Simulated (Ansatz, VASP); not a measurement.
## H9C35 (amorphous C:H with 20 at. % H): VASP beside Ansatz

Wanted: the spread between two codes on one cell, functional and k mesh. The structure shown is the start of the Ansatz relaxation below; VASP solves that cell, so the two are compared at the walk's first step.

Program: Ansatz 0.2.0. Level of theory: plane waves, with VASP 6.6.1 beside it; single point at PBE with D3(BJ). Results are calculated unless marked as measured.

### 1. The structure

The cell holds 88 atoms: 70 C and 18 H. Its edges and angles: a = 8.867 Å, b = 8.867 Å, c = 8.867 Å, α = 90.0°, β = 90.0°, γ = 90.0°. 88 atoms (70 C, 18 H) packed at random and pushed apart as soft spheres at 2.05 g/cm^3; MD (Langevin at fixed volume unless said) with the MACE-MP-0b2 small potential (Batatia et al., arXiv:2401.00096), steps of 0.6 fs: 0.273 ps at 4500 K, 4500 to 2700 K in 0.273 ps, 2700 to 300 K in 0.78 ps; then atoms relaxed.

### 2. Ansatz: relaxation, PBE with D3(BJ)

Ansatz runs on its default PAW (the set named soft_2) files.

The two programs are compared at the cell with which this relaxation starts, whose forces are those of its first step.

The input, input.yaml:

```yaml
crystal:
  lattice:
    - [8.86747, 0.0, 0.0]
    - [0.0, 8.86747, 0.0]
    - [0.0, 0.0, 8.86747]
  atoms:
    - { symbol: C, position: [0.41679, 0.50342, 0.95734] }
    - { symbol: C, position: [0.12304, 0.39493, 0.70847] }
    - { symbol: C, position: [0.94482, 0.91924, 0.87409] }
    - { symbol: C, position: [0.43111, 0.03053, 0.59856] }
    - { symbol: C, position: [0.76469, 0.61515, 0.27476] }
    - { symbol: C, position: [0.56676, 0.77865, 0.97774] }
    - { symbol: C, position: [0.72957, 0.42859, 0.44812] }
    - { symbol: C, position: [0.08285, 0.23901, 0.69211] }
    - { symbol: C, position: [0.29285, 0.78077, 0.47275] }
    - { symbol: C, position: [0.82378, 0.07225, 0.06794] }
    - { symbol: C, position: [0.92536, 0.56495, 0.24331] }
    - { symbol: C, position: [0.67441, 0.01723, 0.08871] }
    - { symbol: C, position: [0.27448, 0.43401, 0.68501] }
    - { symbol: C, position: [0.5322, 0.53777, 0.86094] }
    - { symbol: C, position: [0.23013, 0.03118, 0.10447] }
    - { symbol: C, position: [0.58901, 0.82485, 0.33027] }
    - { symbol: C, position: [0.8348, 0.28561, 0.80552] }
    - { symbol: C, position: [0.34803, 0.18383, 0.62027] }
    - { symbol: C, position: [0.59764, 0.99789, 0.80777] }
    - { symbol: C, position: [0.59743, 0.38108, 0.21545] }
    - { symbol: C, position: [0.05305, 0.61916, 0.32862] }
    - { symbol: C, position: [0.35179, 0.62646, 0.03755] }
    - { symbol: C, position: [0.31689, 0.73268, 0.32142] }
    - { symbol: C, position: [0.99932, 0.50823, 0.73953] }
    - { symbol: C, position: [0.7367, 0.76231, 0.27059] }
    - { symbol: C, position: [0.0565, 0.98242, 0.45611] }
    - { symbol: C, position: [0.38842, 0.33179, 0.6447] }
    - { symbol: C, position: [0.19578, 0.14933, 0.62508] }
    - { symbol: C, position: [0.59017, 0.01392, 0.53409] }
    - { symbol: C, position: [0.05316, 0.64013, 0.48761] }
    - { symbol: C, position: [0.4651, 0.31791, 0.14648] }
    - { symbol: C, position: [0.18019, 0.7024, 0.5526] }
    - { symbol: C, position: [0.88545, 0.75067, 0.68583] }
    - { symbol: C, position: [0.80876, 0.48592, 0.58047] }
    - { symbol: C, position: [0.01615, 0.61459, 0.87019] }
    - { symbol: C, position: [0.60342, 0.09658, 0.23303] }
    - { symbol: C, position: [0.5892, 0.67743, 0.85454] }
    - { symbol: C, position: [0.91573, 0.01015, 0.74976] }
    - { symbol: C, position: [0.94264, 0.17333, 0.74973] }
    - { symbol: C, position: [0.85108, 0.4213, 0.71321] }
    - { symbol: C, position: [0.97422, 0.31246, 0.10973] }
    - { symbol: C, position: [0.3121, 0.9328, 0.52726] }
    - { symbol: C, position: [0.06906, 0.56922, 0.01843] }
    - { symbol: C, position: [0.08047, 0.9471, 0.11627] }
    - { symbol: C, position: [0.30309, 0.00784, 0.97746] }
    - { symbol: C, position: [0.17764, 0.00886, 0.54826] }
    - { symbol: C, position: [0.87714, 0.20196, 0.43537] }
    - { symbol: C, position: [0.31691, 0.94519, 0.84228] }
    - { symbol: C, position: [0.44316, 0.97574, 0.75561] }
    - { symbol: C, position: [0.60619, 0.99086, 0.37041] }
    - { symbol: C, position: [0.63889, 0.50604, 0.32541] }
    - { symbol: C, position: [0.76795, 0.29266, 0.38576] }
    - { symbol: C, position: [0.81793, 0.24064, 0.09095] }
    - { symbol: C, position: [0.20453, 0.61666, 0.09783] }
    - { symbol: C, position: [0.19409, 0.65018, 0.25282] }
    - { symbol: C, position: [0.94829, 0.75627, 0.82672] }
    - { symbol: C, position: [0.92727, 0.61383, 0.59641] }
    - { symbol: C, position: [0.44935, 0.77475, 0.24121] }
    - { symbol: C, position: [0.45967, 0.73177, 0.09041] }
    - { symbol: C, position: [0.70208, 0.25515, 0.23366] }
    - { symbol: C, position: [0.97252, 0.48191, 0.11673] }
    - { symbol: C, position: [0.83221, 0.90574, 0.63777] }
    - { symbol: C, position: [0.44699, 0.16595, 0.20241] }
    - { symbol: C, position: [0.67775, 0.96567, 0.65343] }
    - { symbol: C, position: [0.97, 0.10121, 0.42388] }
    - { symbol: C, position: [0.95031, 0.98743, 0.01901] }
    - { symbol: C, position: [0.38225, 0.35871, 0.02146] }
    - { symbol: C, position: [0.75696, 0.29613, 0.93956] }
    - { symbol: C, position: [0.61895, 0.92964, 0.96721] }
    - { symbol: C, position: [0.29978, 0.11692, 0.22113] }
    - { symbol: H, position: [0.1787, 0.71692, 0.67357] }
    - { symbol: H, position: [0.82657, 0.83825, 0.23654] }
    - { symbol: H, position: [0.6493, 0.35563, 0.9388] }
    - { symbol: H, position: [0.03713, 0.87371, 0.40565] }
    - { symbol: H, position: [0.30993, 0.54974, 0.70248] }
    - { symbol: H, position: [0.23306, 0.15661, 0.31631] }
    - { symbol: H, position: [0.57456, 0.76644, 0.43865] }
    - { symbol: H, position: [0.30773, 0.2788, 0.96607] }
    - { symbol: H, position: [0.53905, 0.56456, 0.36884] }
    - { symbol: H, position: [0.10609, 0.83072, 0.08237] }
    - { symbol: H, position: [0.60978, 0.12178, 0.82189] }
    - { symbol: H, position: [0.04307, 0.2789, 0.0115] }
    - { symbol: H, position: [0.66034, 0.71416, 0.76223] }
    - { symbol: H, position: [0.03183, 0.27071, 0.21145] }
    - { symbol: H, position: [0.04199, 0.94484, 0.23185] }
    - { symbol: H, position: [0.50444, 0.36881, 0.63042] }
    - { symbol: H, position: [0.84995, 0.91172, 0.51709] }
    - { symbol: H, position: [0.22029, 0.88141, 0.79897] }
kpoints:
  mp_grid: { grid: [1, 1, 1] }
hamiltonian:
  xc: pbe
  dispersion: d3bj
scf:
  occupations: { method: fermi_dirac, width: 0.025 }
output:
  forces: true
relax:
  f_tol: 0.04
  max_steps: 250
  cell: {}
```

On the command line:

```bash
$ ansatz run input.yaml --threads 4 --pin off --max-ram 8192MiB --backend cpu --events-out ev --progress --plain --runs-dir out
```

Numbers of over 12 decimals in the logs are rounded to 6 here.

What it wrote:

```text
Engine: ansatz 0.2.0, aarch64-unknown-linux-gnu
Pseudopotentials: kind: paw
Pseudopotential: C, paw, valence charge 4, recommended cutoff 420 eV (normal), C.paw.azcp
Pseudopotential: H, paw, valence charge 1, recommended cutoff 420 eV (normal), H.paw.azcp
Functional definition: PBE
  parameter kappa = 0.804
  parameter beta = 0.066725
  exchange = pbe_x(kappa = kappa, mu = beta*pi^2/3)
  correlation = pbe_c(beta = beta)
Crystal: 88 atoms, lattice volume = 697.267 Å³
Basis set: ecut = 420 eV, 13613 PW (Γ), exchange–correlation on 120×120×120 points (8 copies of the dense FFT grid, shifted against one another)
Bands: 237, of which v1, the nominal top of the filled ones, is band 149 counted from 1 (148 counted from 0)
Symmetry: 1 space group operations
Space group: P1 (ITA 1), of the structure as read, at distance tolerance 8.9e-5 Å
k-points: 1
Non-local potential: C, projectors of the file, l = 0: 2, l = 1: 2, l = 2: 1
Non-local potential: H, projectors of the file, l = 0: 2, l = 1: 1
PAW form: soft (Blöchl's): semilocal exchange-correlation on the pseudo side does not see the compensation charge
PAW one-centre angular grid: C, 110 points (default); XC on 64 Gauss nodes
PAW one-centre angular grid: H, 110 points (default); XC on 64 Gauss nodes
Initial density: superposition of atomic densities (neutral atoms: chi_scale 0, normalization atom), corrected by the library's trained network
Initial wavefunctions: pseudopotential atomic-orbital guess
Functional: x = pbe(κ = 0.804, μ = 0.219515), c = pbe(β = 0.066725)
SCF iter   1: F=—  HF=-17813.009512 eV  |F-HF|=—  |Δ(HF+E_count)|=         —  Δρ=1.46e-2  dr2=2.71e0  ethr=1.77e-3  ⟨swp⟩=6.0  Hψ=1072  notcnv=0  defer=49
preconditioner: auto → LDOS  [insulator: Δε(μ)=0.083 eV  Ē_g=15.072 eV  σ=0.025 eV  W_gap=0.68  n_scr=170 (ndim 8)  ℏωp=24.3 eV  f_vac=0.056  D(μ)=22.18/eV (n_scr^D=170)  ε∞_Penn≈3.6  β→1.0]
SCF iter   2: F=—  HF=-17812.829638 eV  |F-HF|=—  |Δ(HF+E_count)|=   1.80e-1  Δρ=1.09e-2  dr2=1.59e0  ethr=9.10e-4  ⟨swp⟩=3.0  Hψ=415  notcnv=0  defer=76
SCF iter   3: F=—  HF=-17812.647077 eV  |F-HF|=—  |Δ(HF+E_count)|=   1.83e-1  Δρ=3.56e-3  dr2=1.69e-1  ethr=5.32e-4  ⟨swp⟩=2.0  Hψ=271  notcnv=0  defer=76
SCF iter   4: F=—  HF=-17812.633568 eV  |F-HF|=—  |Δ(HF+E_count)|=   1.35e-2  Δρ=1.33e-3  dr2=2.12e-2  ethr=5.68e-5  ⟨swp⟩=2.0  Hψ=291  notcnv=0  defer=76
SCF iter   5: F=—  HF=-17812.632110 eV  |F-HF|=—  |Δ(HF+E_count)|=   1.46e-3  Δρ=6.41e-4  dr2=4.14e-3  ethr=7.11e-6  ⟨swp⟩=2.0  Hψ=272  notcnv=0  defer=76
SCF iter   6: F=—  HF=-17812.631824 eV  |F-HF|=—  |Δ(HF+E_count)|=   2.86e-4  Δρ=3.27e-4  dr2=1.08e-3  ethr=1.39e-6  ⟨swp⟩=2.0  Hψ=279  notcnv=0  defer=76
SCF iter   7: F=—  HF=-17812.631754 eV  |F-HF|=—  |Δ(HF+E_count)|=   7.05e-5  Δρ=1.41e-4  dr2=2.01e-4  ethr=3.63e-7  ⟨swp⟩=2.0  Hψ=201  notcnv=0  defer=76
SCF iter   8: F=—  HF=-17812.631730 eV  |F-HF|=—  |Δ(HF+E_count)|=   2.33e-5  Δρ=7.14e-5  dr2=5.08e-5  ethr=6.74e-8  ⟨swp⟩=2.0  Hψ=256  notcnv=0  defer=76
SCF iter   9: F=—  HF=-17812.631707 eV  |F-HF|=—  |Δ(HF+E_count)|=   2.35e-5  Δρ=3.22e-5  dr2=9.87e-6  ethr=1.70e-8  ⟨swp⟩=2.0  Hψ=373  notcnv=0  defer=76
SCF iter  10: F=—  HF=-17812.631706 eV  |F-HF|=—  |Δ(HF+E_count)|=   8.43e-7  Δρ=1.49e-5  dr2=1.99e-6  ethr=3.31e-9  ⟨swp⟩=2.0  Hψ=266  notcnv=0  defer=76
SCF iter  11: F=—  HF=-17812.631706 eV  |F-HF|=—  |Δ(HF+E_count)|=   1.13e-7  Δρ=8.34e-6  dr2=6.71e-7  ethr=6.67e-10  ⟨swp⟩=2.0  Hψ=297  notcnv=0  defer=76
SCF iter  12: F=—  HF=-17812.631706 eV  |F-HF|=—  |Δ(HF+E_count)|=   2.48e-8  Δρ=4.26e-6  dr2=1.74e-7  ethr=2.25e-10  ⟨swp⟩=2.0  Hψ=268  notcnv=0  defer=76
SCF iter  13: F=-17812.631706 eV  HF=-17812.631706 eV  |F-HF|=3.87e-8  |Δ(HF+E_count)|=   1.73e-8  Δρ=2.32e-6  dr2=5.33e-8  ethr=3.36e-11  ⟨swp⟩=4.0  Hψ=564  notcnv=0
SCF 1 converged in 13 iterations: F = -17812.631706 eV  dr2 = 5.33e-8
  greatest PAW one-centre occupation: 0.721 electrons in one spin orbital (limit 2), on the C atom at site 46 (counted from 0), in its partial waves of l = 0
relax step   1: F+E_penalty+E_count = -17812.63170597 eV  Δ(F+E_penalty+E_count) = +0.000e0 eV  max|allowed force component| = 3.972e0 eV/Å  Δτ_max = 0.0000 Å  P = +5.484 GPa  Ω = 697.267 Å³  (13 SCF iters, dr2 threshold 1.00e-7 eV, accepted)
Crystal: 88 atoms, lattice volume = 711.257 Å³
Basis set: ecut = 420 eV, 13857 PW (Γ), exchange–correlation on 120×120×120 points (8 copies of the dense FFT grid, shifted against one another)
Initial density: handed on by an earlier stage of this run
Initial wavefunctions: those handed on with the density
iter 1 solved again at ethr=5.90e-4 eV; its pass at ethr=3.10e-3 eV (dr2=1.76e0 eV) is discarded
SCF iter   1: F=—  HF=-17815.330203 eV  |F-HF|=—  |Δ(HF+E_count)|=         —  Δρ=2.03e-2  dr2=1.75e0  ethr=5.90e-4  ⟨swp⟩=6.0  Hψ=1208  notcnv=0
[...]
atom  72  H     -0.00024312    -0.00027099    -0.00010442
  atom  73  H      0.00066154     0.00068499    -0.00050764
  atom  74  H     -0.00020265     0.00059397     0.00077671
  atom  75  H      0.00053576     0.00126395     0.00051643
  atom  76  H     -0.00241681     0.00079436     0.00438407
  atom  77  H     -0.00076477    -0.00212478    -0.00125417
  atom  78  H      0.00090087     0.00365379     0.00358609
  atom  79  H     -0.00119883     0.00166870    -0.00064558
  atom  80  H     -0.00121624     0.00295570     0.00181996
  atom  81  H     -0.00343061    -0.00721252    -0.00269176
  atom  82  H     -0.00078427     0.00070929     0.00029917
  atom  83  H     -0.00007902    -0.00095449    -0.00094811
  atom  84  H     -0.00287153    -0.00218851     0.00061260
  atom  85  H     -0.00075407     0.00038938     0.00006938
  atom  86  H      0.00113220     0.00090399     0.00073687
  atom  87  H     -0.00304263    -0.00187818     0.00086137
  atom  88  H      0.00153535    -0.00062605     0.00185929
  max |Σ_I F_I| component: 1.13e-5 eV/Å
--- Stress (GPa, compression-positive) ---
       -0.025236      -0.004826      -0.008528
       -0.004826      -0.026179      -0.002638
       -0.008527      -0.002638      -0.042665
  P = ⅓ Tr σ = -0.0314 GPa (-0.314 kbar)
--- Relaxed structure (22 steps of the walk, 22 accepted, 2 SCFs on fresh bases) ---
  F+E_penalty+E_count = -17818.06696038 eV   max|allowed force component| = 1.312e-2 eV/Å   (the final SCF, on the basis selected at the relaxed cell)
  cell:  # Å, volume = 715.0887 Å³
    - [8.987623, 0.050669, -0.029492]
    - [0.050669, 9.088005, -0.010741]
    - [-0.029492, -0.010741, 8.755190]
  atoms:
    - { symbol: C, position: [0.396263, 0.522397, 0.953181] }
    - { symbol: C, position: [0.108284, 0.378083, 0.708001] }
    - { symbol: C, position: [0.947821, 0.903900, 0.875255] }
    - { symbol: C, position: [0.431914, 0.037627, 0.595638] }
    - { symbol: C, position: [0.767320, 0.601043, 0.274019] }
    - { symbol: C, position: [0.553466, 0.780590, 0.966348] }
    - { symbol: C, position: [0.734620, 0.406295, 0.442411] }
    - { symbol: C, position: [0.071183, 0.224204, 0.685444] }
    - { symbol: C, position: [0.295771, 0.773683, 0.487412] }
    - { symbol: C, position: [0.831309, 0.067769, 0.061227] }
    - { symbol: C, position: [0.928857, 0.561771, 0.251812] }
    - { symbol: C, position: [0.683447, 0.00753979, 0.074168] }
    - { symbol: C, position: [0.253997, 0.421683, 0.679721] }
    - { symbol: C, position: [0.516127, 0.542694, 0.860339] }
    - { symbol: C, position: [0.232936, 0.065936, 0.126299] }
    - { symbol: C, position: [0.587325, 0.816168, 0.322957] }
    - { symbol: C, position: [0.828723, 0.268320, 0.801477] }
    - { symbol: C, position: [0.339108, 0.183651, 0.604941] }
    - { symbol: C, position: [0.619520, 0.990561, 0.796268] }
    - { symbol: C, position: [0.597369, 0.364781, 0.212268] }
    - { symbol: C, position: [0.048808, 0.632311, 0.335759] }
    - { symbol: C, position: [0.328458, 0.649527, 0.027520] }
    - { symbol: C, position: [0.314666, 0.736961, 0.329359] }
    - { symbol: C, position: [0.985279, 0.491999, 0.745851] }
[...]
- { symbol: C, position: [0.447539, 0.154249, 0.154421] }
    - { symbol: C, position: [0.675592, 0.946686, 0.637479] }
    - { symbol: C, position: [0.963093, 0.069508, 0.417123] }
    - { symbol: C, position: [0.960463, 0.988899, 0.015734] }
    - { symbol: C, position: [0.366868, 0.385675, 0.034022] }
    - { symbol: C, position: [0.759500, 0.286998, 0.940856] }
    - { symbol: C, position: [0.629064, 0.916285, 0.956700] }
    - { symbol: C, position: [0.305565, 0.136915, 0.244276] }
    - { symbol: H, position: [0.170502, 0.729906, 0.686058] }
    - { symbol: H, position: [0.820289, 0.823474, 0.239435] }
    - { symbol: H, position: [0.679499, 0.379347, 0.944985] }
    - { symbol: H, position: [0.048115, 0.854730, 0.402783] }
    - { symbol: H, position: [0.281053, 0.535178, 0.701395] }
    - { symbol: H, position: [0.277207, 0.177358, 0.357172] }
    - { symbol: H, position: [0.569630, 0.767625, 0.436539] }
    - { symbol: H, position: [0.264459, 0.326132, 1.011313] }
    - { symbol: H, position: [0.551158, 0.550878, 0.360987] }
    - { symbol: H, position: [0.150178, 0.871062, 0.058510] }
    - { symbol: H, position: [0.672304, 0.099286, 0.814443] }
    - { symbol: H, position: [0.028599, 0.277468, 0.013791] }
    - { symbol: H, position: [0.623661, 0.716753, 0.736297] }
    - { symbol: H, position: [0.022466, 0.279126, 0.214717] }
    - { symbol: H, position: [0.068182, 0.944717, 0.224336] }
    - { symbol: H, position: [0.485195, 0.372723, 0.627580] }
    - { symbol: H, position: [0.858827, 0.887934, 0.508906] }
    - { symbol: H, position: [0.238048, 1.018877, 0.833295] }
```

(Continued in part 2 of 2.)

[Lines on the potential files, build, host, timing and source positions are cut from VASP's logs without a mark.]

[Logs are printed without paths, hosts, clocks, repeated set-up lines and the standing remarks that a program may print on its own settings, such as how far it seeks lower states.]

[Hosts, paths, dates, database ids (printed as entryN), source tags and the programs' standing remarks are cut or masked in the printed files.]
